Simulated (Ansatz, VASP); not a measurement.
# GaSb: VASP beside Ansatz, part 2 of 2

One calculation is typed for both programs; each brings its own data sets. How far apart do they land? Of the first pair: The cell is taken from a series of runs on this material, whose earlier steps may have relaxed, scaled, displaced or heated it; both programs get it as it stands.

VASP 6.6.1 and Ansatz 0.2.0.

So far: Set-up; Ansatz: relaxation of cell and atoms, PBEsol; VASP: relaxation of cell and atoms, PBEsol; Differences; Ansatz: relaxation, PBEsol.

## 6. VASP: single point, PBEsol, pair 2

Level of this step: PBEsol; plane waves and PAW (Sb, Ga_d) (VASP).

The same cell, functional, mesh and smearing now go to VASP, with its own data sets.

INCAR reads:

```
SYSTEM = GaSb
PREC = Accurate
ENCUT = 500
EDIFF = 1E-06
NELM = 120
ISMEAR = -1
SIGMA = 0.02
LREAL = .FALSE.
ALGO = Normal
GGA = PS
NBANDS = 15
LORBIT = 11
LWAVE = .FALSE.
LCHARG = .FALSE.
ISIF = 2
LASPH = .TRUE.
GGA_COMPAT = .FALSE.
EFERMI = MIDGAP
KPAR = 2
```

POSCAR reads:

```
GaSb
1.0
    0.0000000000      2.9171963835      2.9171963835
    2.9171963835      0.0000000000      2.9171963835
    2.9171963835      2.9171963835      0.0000000000
Sb Ga
1 1
Direct
    0.7500000000      0.7500000000      0.7500000000
    0.0000000000      0.0000000000      0.0000000000
```

KPOINTS reads:

```
Automatic mesh
0
Gamma
8 8 8
0 0 0
```

PAW data sets: Sb and Ga_d (PBE family, release 64).

Started as:

```
mpirun -np 2 vasp_std
```

Numbers of over 12 decimals in the logs are rounded to 6 here.

Output:

```text
[banner, memory and clock lines left out]
running    2 mpi-ranks, on    1 nodes
[...]
[... a notice as in an earlier step ...]

 LDA part: xc-table for (Slater+PW92), standard interpolation
 POSCAR, INCAR and KPOINTS ok, starting setup
[...]
entering main loop
       N       E                     dE             d eps       ncg     rms          rms(c)
DAV:   1     0.856741295839E+02    0.85674E+02   -0.85429E+03   870   0.151E+03
DAV:   2    -0.127585784071E+01   -0.86950E+02   -0.84087E+02   996   0.323E+02
DAV:   3    -0.795408269394E+01   -0.66782E+01   -0.66589E+01  1052   0.699E+01
DAV:   4    -0.807551094428E+01   -0.12143E+00   -0.12141E+00  1060   0.108E+01
[...]
DAV:  10    -0.794048689810E+01    0.18128E-04   -0.24168E-05  1105   0.480E-02    0.136E-02
DAV:  11    -0.794049378380E+01   -0.68857E-05   -0.10394E-05  1003   0.225E-02    0.459E-03
DAV:  12    -0.794049377473E+01    0.90713E-08   -0.27068E-07   911   0.428E-03
   1 F= -.79404938E+01 E0= -.79404938E+01  d E =-.527744E-08
```

From OUTCAR (step 6):

```text
  Total        3.1385910      3.1385910      3.1385910     -0.0000000      0.0000000     -0.0000000
  in kB      101.2787466    101.2787466    101.2787466     -0.0000000      0.0000000     -0.0000000
  external PRESSURE =     101.2787466 kB  Pullay stress =       0.0000000 kB

 POSITION                                       TOTAL-FORCE (eV/Angst)
 -----------------------------------------------------------------------------------
      4.37579      4.37579      4.37579         0.000000      0.000000      0.000000
      0.00000      0.00000      0.00000        -0.000000     -0.000000     -0.000000
 -----------------------------------------------------------------------------------
    total drift:                                0.000000      0.000000      0.000000

  FREE ENERGIE OF THE ION-ELECTRON SYSTEM (eV)
  ---------------------------------------------------
  free  energy   TOTEN  =        -7.9404937747 eV

  energy  without entropy=       -7.9404937694  energy(sigma->0) =       -7.94049377

[... 1 part as in an earlier step ...]

[... 2 further parts left out ...]
[key lines of the parts left out:]
E-fermi :   6.5915
```

The run ends at a pressure of 10.13 GPa.

## 7. Comparison

What differs besides the data sets and the points named for the pairs above, as far as they apply: the data sets hold 28 valence electrons in Ansatz (on its PAW soft_1 files) and 18 in VASP; Ansatz's pressure holds a Pulay correction, VASP's none. Total energies have different zeros and are not compared.

Compared:

| quantity | Ansatz | VASP | difference |
| --- | --- | --- | --- |
| pressure (GPa) | 10.00 | 10.13 | -0.13 |
| gap on the k mesh (eV) | 0.597 | 0.580 | +0.017 |

A gap on the mesh is an upper bound, since the band edges may lie between its points.

## 8. Ansatz: relaxation, PBEsol

This run makes the geometry at which the two programs are then compared. The cell compared in this pair holds 52.67 Å³, against 49.65 Å³ for the pair before.

The structure compared here is the end of the Ansatz relaxation.

input.yaml reads:

```yaml
crystal:
  lattice:
    - [0.0, 3.0560468148, 3.0560468148]
    - [3.0560468148, 0.0, 3.0560468148]
    - [3.0560468148, 3.0560468148, 0.0]
  atoms:
    - { symbol: Sb, position: [0.75, 0.75, 0.75] }
    - { symbol: Ga, position: [0.0, 0.0, 0.0] }
kpoints:
  mp_grid: { grid: [8, 8, 8] }
scf:
  occupations: { method: fermi_dirac, width: 0.02 }
hamiltonian:
  xc: pbesol
  pseudopotentials: { kind: paw, azcp: { folder: soft_1 }, xc_functional: pbe }
basis:
  ecutwfc: 600
output:
  forces: true
  stress: true
relax:
  f_tol: 0.005
  max_steps: 70
  cell: { stress_tol: 0.02, p_target: 5 }
```

Started as:

```
ansatz run input.yaml --threads 4 --pin off --max-ram 10240MiB --backend cpu --events-out ev --progress --plain --runs-dir out
```

Output:

```text
[...]
Crystal: 2 atoms, lattice volume = 57.083 Å³
Basis set: ecut = 600 eV, 1917 PW (Γ), exchange–correlation on 72×72×72 points (8 copies of the dense FFT grid, shifted against one another)
Bands: 18, of which v1, the nominal top of the filled ones, is band 14 counted from 1 (13 counted from 0)
Symmetry: 24 space group operations
[...]
k-points: 29 of 512 (time reversal used)
[...]
-0.000000       4.998289       0.000000
       -0.000000       0.000000       4.998289
  P = ⅓ Tr σ = 4.9983 GPa (49.983 kbar)
--- Relaxed structure (5 steps of the walk, 5 accepted, 1 SCFs on fresh bases) ---
[...]
cell:  # Å, volume = 52.6652 Å³
    - [0, 2.975075, 2.975075]
    - [2.975075, 0, 2.975075]
    - [2.975075, 2.975075, 0]
  atoms:
    - { symbol: Sb, position: [0.750000, 0.750000, 0.750000] }
    - { symbol: Ga, position: [0, 0, 0] }
[key lines of the parts left out:]
SCF converged after 6 iterations
Free energy (F): -10151.548167 eV
Fermi energy:    9.083769 eV
```

## 9. VASP: single point, PBEsol, pair 3

The same cell, functional, mesh and smearing now go to VASP, with its own data sets.

INCAR is that of step 6.

POSCAR reads:

```
GaSb
1.0
    0.0000000000      2.9750746698      2.9750746698
    2.9750746698      0.0000000000      2.9750746698
    2.9750746698      2.9750746698      0.0000000000
Sb Ga
1 1
Direct
    0.7500000000      0.7500000000      0.7500000000
    0.0000000000      0.0000000000      0.0000000000
```

KPOINTS is that of step 6.

Started as:

```
mpirun -np 2 vasp_std
```

Output:

```text
[... set-up lines as in an earlier step ...]
 entering main loop
       N       E                     dE             d eps       ncg     rms          rms(c)
DAV:   1     0.795045828401E+02    0.79505E+02   -0.85562E+03   886   0.148E+03
DAV:   2    -0.235631786530E+01   -0.81861E+02   -0.79192E+02  1003   0.299E+02
DAV:   3    -0.810633482192E+01   -0.57500E+01   -0.57381E+01  1024   0.665E+01
DAV:   4    -0.820051781732E+01   -0.94183E-01   -0.94171E-01  1133   0.948E+00
[...]
DAV:  10    -0.808178730764E+01    0.14567E-04   -0.21669E-05  1154   0.403E-02    0.130E-02
DAV:  11    -0.808179533733E+01   -0.80297E-05   -0.11653E-05  1003   0.239E-02    0.455E-03
DAV:  12    -0.808179536374E+01   -0.26408E-07   -0.32401E-07   883   0.499E-03
   1 F= -.80817954E+01 E0= -.80817954E+01  d E =-.143047E-07
```

From OUTCAR (step 9):

```text
  Total        1.6770769      1.6770769      1.6770769      0.0000000     -0.0000000      0.0000000
  in kB       51.0199424     51.0199424     51.0199424      0.0000000     -0.0000000      0.0000000
  external PRESSURE =      51.0199424 kB  Pullay stress =       0.0000000 kB

 POSITION                                       TOTAL-FORCE (eV/Angst)
 -----------------------------------------------------------------------------------
      4.46261      4.46261      4.46261        -0.000000     -0.000000     -0.000000
      0.00000      0.00000      0.00000         0.000000      0.000000      0.000000
 -----------------------------------------------------------------------------------
    total drift:                               -0.000001     -0.000001     -0.000001

  FREE ENERGIE OF THE ION-ELECTRON SYSTEM (eV)
  ---------------------------------------------------
  free  energy   TOTEN  =        -8.0817953637 eV

  energy  without entropy=       -8.0817953494  energy(sigma->0) =       -8.08179536

[... 1 part as in an earlier step ...]

[... 2 further parts left out ...]
[key lines of the parts left out:]
E-fermi :   5.8860
```

The run ends at a pressure of 5.10 GPa.

## 10. Comparison

What differs besides the data sets and the points named for the pairs above, as far as they apply: the data sets hold 28 valence electrons in Ansatz (on its PAW soft_1 files) and 18 in VASP. Total energies have different zeros and are not compared.

Both answers:

| quantity | Ansatz | VASP | difference |
| --- | --- | --- | --- |
| pressure (GPa) | 5.00 | 5.10 | -0.10 |
| gap on the k mesh (eV) | 0.532 | 0.528 | +0.003 |

A gap on the mesh is an upper bound, since the band edges may lie between its points.

## 11. Outcome

| Property | Result |
| --- | --- |
| difference in volume (relaxation of cell and atoms, PBEsol) | -0.19 % |
| difference in gap on the k mesh (single point, PBEsol, pair 2) | 0.017 eV |
| difference in gap on the k mesh (single point, PBEsol, pair 3) | 0.0035 eV |

**Reading.** The difference in gap on the k mesh is 0.017 eV (single point, PBEsol, pair 2), within the 0.08 eV picked in this series as the mark of a large difference. The data sets hold unlike numbers of valence electrons (28 in Ansatz and 18 in VASP), so part of the differences comes from the potentials. 4 further runs of this series are not shown here. Such differences can come from data sets, numerical settings and the points named under the comparisons, not from the functional's error against experiment.

[Lines on the potential files, build, host, timing and source positions are cut from VASP's logs without a mark.]

[Logs are printed without paths, hosts, clocks, repeated set-up lines and the standing remarks that a program may print on its own settings, such as how far it seeks lower states.]

[Hosts, paths, dates, database ids (printed as entryN), source tags and the programs' standing remarks are cut or masked in the printed files.]
